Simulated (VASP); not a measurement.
A run of VASP 6.6.1:

File INCAR:

```
SYSTEM = MoS2
PREC = Accurate ; ENCUT = 600
EDIFF = 1E-7 ; ISMEAR = 0
SIGMA = 0.03 ; LREAL = .FALSE.
LASPH = .TRUE. ; NELM = 80
ALGO = Normal ; ISIF = 3
LWAVE = .FALSE. ; LCHARG = .FALSE.
METAGGA = R2SCAN ; LMIXTAU = .TRUE.
IBRION = 2 ; NSW = 90
EDIFFG = -0.005 ; PSTRESS = 137.0
KPAR = 2
```

KPOINTS

```
Automatic mesh
0
G
  12 12 3
  0 0 0
```

File POSCAR:

```
MoS2                                    
1.0
    3.0889047300      0.0000000000      0.0000000000
   -1.5444523650      2.6750699661      0.0000000000
   -0.0000000000      0.0000000000     11.3700737035
  Mo              S             
     2     4
Direct
     0.3333333332999970    0.6666666667000030    0.2500000000000000
     0.6666666667000030    0.3333333332999970    0.7500000000000000
     0.3333333332999970    0.6666666667000030    0.6129863841982438
     0.6666666667000030    0.3333333332999970    0.1129863841982438
     0.3333333332999970    0.6666666667000030    0.8870136158017562
     0.6666666667000030    0.3333333332999970    0.3870136158017562
```

Potentials or basis: VASP PAW PBE potentials, release 64 (Mo_sv, S).

Launch:

```sh
$ cat potpaw_PBE.64/Mo_sv/POTCAR potpaw_PBE.64/S/POTCAR > POTCAR
$ mpirun -np 2 vasp_std > vasp.out
```

Hardware: 2 MPI ranks on Intel(R) Xeon(R) Platinum 8259CL CPU @ 2.50GHz (Skylake/Cascade Lake) (shared host).

Question: Estimate the wall time of this run.

Answer: Run time: 9.6 min on 2 MPI ranks on Intel(R) Xeon(R) Platinum 8259CL CPU @ 2.50GHz (Skylake/Cascade Lake) (shared host), peak memory 0.35 GiB a rank. Counts: scf iterations 29, k points 38, ion steps 1.
